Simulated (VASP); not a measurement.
Method: PW91 GGA, VASP's PBE PAW potentials (set 64) (plane waves; VASP).

Input for VASP

File POSCAR:
```
NaCl
1
    0.0000000000     2.8430778326     2.8430778326
    2.8430778326     0.0000000000     2.8430778326
    2.8430778326     2.8430778326     0.0000000000
Na Cl
1 1
Direct
  0.0000000000   0.0000000000   0.0000000000
  0.5000000000   0.5000000000   0.5000000000
```

**KPOINTS**
```
k-points along high-symmetry lines
15
Line-mode
Reciprocal
  0.000000   0.000000   0.000000 ! GAMMA
  0.500000   0.000000   0.500000 ! X

  0.500000   0.000000   0.500000 ! X
  0.625000   0.250000   0.625000 ! U

  0.375000   0.375000   0.750000 ! K
  0.000000   0.000000   0.000000 ! GAMMA

  0.000000   0.000000   0.000000 ! GAMMA
  0.500000   0.500000   0.500000 ! L

  0.500000   0.500000   0.500000 ! L
  0.500000   0.250000   0.750000 ! W

  0.500000   0.250000   0.750000 ! W
  0.500000   0.000000   0.500000 ! X
```

**INCAR**
```
! general
SYSTEM = NaCl
PREC   = Accurate
ENCUT  = 520
LREAL  = .FALSE.
LASPH  = .TRUE.
ICHARG = 11

! electronic loop
EDIFF  = 1E-7
NELM   = 100
ALGO   = Normal

! smearing
ISMEAR = 0
SIGMA  = 0.05

! functional
GGA    = 91

! output
LWAVE  = .FALSE.
LCHARG = .FALSE.
LORBIT = 11
```

POTCAR, in this order: Na_pv Cl (PBE.64 set). Program: vasp_std. Read from the step before: CHGCAR.

The resulting files:

**OSZICAR**
```
       N       E                     dE             d eps       ncg     rms          rms(c)
DAV:   1     0.921886167937E+02    0.92189E+02   -0.74209E+03  1995   0.127E+03
DAV:   2     0.158075196482E+01   -0.90608E+02   -0.84275E+02  2279   0.273E+02
DAV:   3    -0.629470718900E+01   -0.78755E+01   -0.78275E+01  2400   0.807E+01
DAV:   4    -0.646419402360E+01   -0.16949E+00   -0.16929E+00  2250   0.128E+01
DAV:   5    -0.646810068141E+01   -0.39067E-02   -0.39060E-02  2456   0.194E+00
DAV:   6    -0.646822664323E+01   -0.12596E-03   -0.12596E-03  2361   0.354E-01
DAV:   7    -0.646823213191E+01   -0.54887E-05   -0.54886E-05  2693   0.674E-02
DAV:   8    -0.646823232606E+01   -0.19414E-06   -0.19416E-06  2319   0.109E-02
DAV:   9    -0.646823233455E+01   -0.84901E-08   -0.84934E-08  1810   0.194E-03
   1 F= -.64682323E+01 E0= -.64682323E+01  d E =-.489070E-11
```

File OUTCAR:
```
 val. band max:       -0.9262994577   @ k =   0.0000   0.0000   0.0000

 cond. band min:       4.1079882320   @ k =   0.0000   0.0000   0.0000



 k-point     1 :       0.0000    0.0000    0.0000
  band No.  band energies     occupation
      1     -21.8496      2.00000
      2     -21.8496      2.00000
      3     -21.8496      2.00000
      4     -13.5025      2.00000
      5      -0.9263      2.00000
      6      -0.9263      2.00000
      7      -0.9263      2.00000
      8       4.1080      0.00000
      9      10.1699      0.00000
     10      10.1699      0.00000
     11      10.1699      0.00000

 k-point     2 :       0.0357    0.0000    0.0357
  band No.  band energies     occupation
      1     -21.8499      2.00000
      2     -21.8497      2.00000
      3     -21.8497      2.00000
      4     -13.4975      2.00000
      5      -0.9621      2.00000
      6      -0.9344      2.00000
      7      -0.9344      2.00000
      8       4.1663      0.00000
      9      10.0809      0.00000
     10      10.1990      0.00000
     11      10.1990      0.00000

 k-point     3 :       0.0714    0.0000    0.0714
  band No.  band energies     occupation
      1     -21.8509      2.00000
      2     -21.8500      2.00000
      3     -21.8500      2.00000
      4     -13.4830      2.00000
      5      -1.0631      2.00000
      6      -0.9582      2.00000
      7      -0.9582      2.00000
      8       4.3341      0.00000
      9       9.8467      0.00000
     10      10.2854      0.00000
     11      10.2854      0.00000

 k-point     4 :       0.1071    0.0000    0.1071
  band No.  band energies     occupation
      1     -21.8523      2.00000
      2     -21.8504      2.00000
      3     -21.8504      2.00000
      4     -13.4597      2.00000
      5      -1.2132      2.00000
      6      -0.9959      2.00000
      7      -0.9959      2.00000
      8       4.5932      0.00000
      9       9.5309      0.00000
     10      10.4265      0.00000
...
```

The density is held fixed in this step, so its total energy and stress have no physical meaning.

The compound is NaCl in the rock salt structure. It was relaxed first.
